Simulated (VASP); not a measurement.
```
AlLa
1.0
    0.00000     3.78742     3.78742
    3.78742     0.00000     3.78742
    3.78742     3.78742     0.00000
La Al
1 1
Direct
  0.00000   0.00000   0.00000
  0.25000   0.25000   0.25000
```

Calculation: PBE GGA, VASP's PBE PAW potentials (set 64) (plane waves; VASP). Run with 400 eV cut-off, 8×8×8 Γ-centred mesh, first-order Methfessel-Paxton smearing of 0.10 eV, potentials La Al.

Energy and stress use the plane-wave basis of the starting cell.

The ions, cell shape and volume are relaxed. Give the cell that the relaxation ends in.

```
AlLa
1.0
    0.00000     3.50827     3.50827
    3.50827     0.00000     3.50827
    3.50827     3.50827     0.00000
La Al
1 1
Direct
  0.00000   0.00000   0.00000
  0.25000   0.25000   0.25000
```
Space group F-43m (216), at a tolerance of 0.03 Å.

How do energy and volume change from the first to the last step?

The energy (σ→0) changes by -145.1 meV/atom and the volume by -20.5 %, in 4 ionic steps.

The structure was generated: LaAl was put into the zinc blende type (F-43m), which need not be its known phase. This run relaxes it. Symmetry was kept, so distortions that lower it aren't found.
